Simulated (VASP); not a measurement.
```yaml
crystal:
  lattice:
    - [0.00000, 1.78386, 1.78386]
    - [1.78386, 0.00000, 1.78386]
    - [1.78386, 1.78386, 0.00000]
  atoms:
    - { symbol: Cu, position: [0.00000, 0.00000, 0.00000] }
```

These are PBEsol GGA, VASP's PBE PAW potentials (set 64) (plane waves; VASP 6.6.1) values and carry that method's errors. Settings: 480 eV cut-off, 16×16×16 Γ-centred mesh, first-order Methfessel-Paxton smearing of 0.10 eV, potentials Cu.

### Question
Predict the energy per atom (σ→0), band gap (on the k-mesh) with the smallest direct gap where there is one.

### Answer

The band gap (on the k-mesh) comes out as none (metal, semimetal or under 0.01 eV) and the energy per atom (σ→0) is -4.308 eV/atom.

The absolute energy has meaning only against runs of the same code, potentials and settings.

The compound is Cu in the fcc structure. It was relaxed first. The start is the result of an earlier pass.
